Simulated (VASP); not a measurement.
```xyz
2
Lattice="0.0000 3.1212 3.1212 3.1212 0.0000 3.1212 3.1212 3.1212 0.0000" Properties=species:S:1:pos:R:3 pbc="T T T"
Pb     0.0000     0.0000     0.0000
Se     3.1212     3.1212     3.1212
```

The base run (VASP): PBE GGA, plane waves, VASP's PBE PAW potentials (set 64). Numerical set-up: 400 eV cut-off, 7×7×7 Γ-centred mesh, Gaussian smearing of 0.050 eV, potentials Pb_d Se.

One setting is varied; ΔE counts from the base run. The base run took about 30 core-seconds. The timings are rough (shared machines, no repeats); factors under 2 mean little.

```json
[
 {"setting": "AMIX = 0.2, BMIX = 0.0001, IMIX = 4", "cost over the base run": "within a factor of 2", "electronic steps": "14", "ΔE (meV/atom)": "0.0"},
 {"setting": "AMIX = 0.6, BMIX = 3.0, IMIX = 4", "cost over the base run": "within a factor of 2", "electronic steps": "14", "ΔE (meV/atom)": "0.0"},
 {"setting": "base run", "cost over the base run": "reference", "electronic steps": "12", "ΔE (meV/atom)": "0.0"},
 {"setting": "AMIX = 0.1, BMIX = 0.0001, IMIX = 1", "cost over the base run": "about 3 times", "electronic steps": "51", "ΔE (meV/atom)": "0.0"},
 {"setting": "AMIX = 0.1, BMIX = 1.0, IMIX = 1", "cost over the base run": "about 3 times", "electronic steps": "58", "ΔE (meV/atom)": "0.0"}
]
```

Left out are runs that failed, have no time on record or changed the cell.

The compound is PbSe in the rock salt structure. The cell was not relaxed at this level.
